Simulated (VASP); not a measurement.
Input:

```
AgBr
1.0
    0.00000     2.83334     2.83334
    2.83334     0.00000     2.83334
    2.83334     2.83334     0.00000
Ag Br
1 1
Direct
  0.00000   0.00000   0.00000
  0.50000   0.50000   0.50000
```

Computed with PBEsol GGA, VASP's PBE PAW potentials (set 64) (plane waves; VASP 6.6.1). Settings: 400 eV cut-off, 10×10×10 Γ-centred mesh, Gaussian smearing of 0.010 eV, potentials Ag Br.

Q: The job: AgBr (rock salt), 2 atoms, PBEsol, optics run with many empty bands, 400 eV, 10×10×10 Γ-centred mesh. Roughly how much core time does it take on a busy server core?

A: About 20 core-seconds (one run on a shared machine, a rough figure). It had 47 irreducible k-points, 39 bands, up to 869 plane waves and 12 electronic steps.

The compound is AgBr in the rock salt structure. It was relaxed first, which changed the volume by -5 %.
